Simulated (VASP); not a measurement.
In InP (zinc blende type) the In atom of the primitive cell, with all its periodic images, is moved by 0.06 Å along [111].

```xyz
2
Lattice="0.0000 2.9800 2.9800 2.9800 0.0000 2.9800 2.9800 2.9800 0.0000" Properties=species:S:1:pos:R:3 pbc="T T T"
In    0.0346    0.0346    0.0346
P     1.4900    1.4900    1.4900
```

Level of theory: PBE, plane waves, standard recommended PAW potentials (VASP).

Cutoff 1300 eV; orbitals from an earlier step on the same cell; potentials In_d P; PREC = Normal; k-mesh 4×4×4 Γ-centred; Fermi–Dirac smearing of 0.05 eV; no spin polarisation; no spin–orbit coupling.

(1) What force results?

Answers

(1) The force on it along the displacement is -0.4813 eV/Å, a force constant of 8.02 eV/Å². A one-sided step along [111] also holds the cubic anharmonicity.

```
atom  Fx (eV/Å)  Fy (eV/Å)  Fz (eV/Å)
 In1    -0.2779    -0.2779    -0.2779
  P2     0.2779     0.2779     0.2779
```

The k-mesh is modest, so these values aren't fully converged in k.
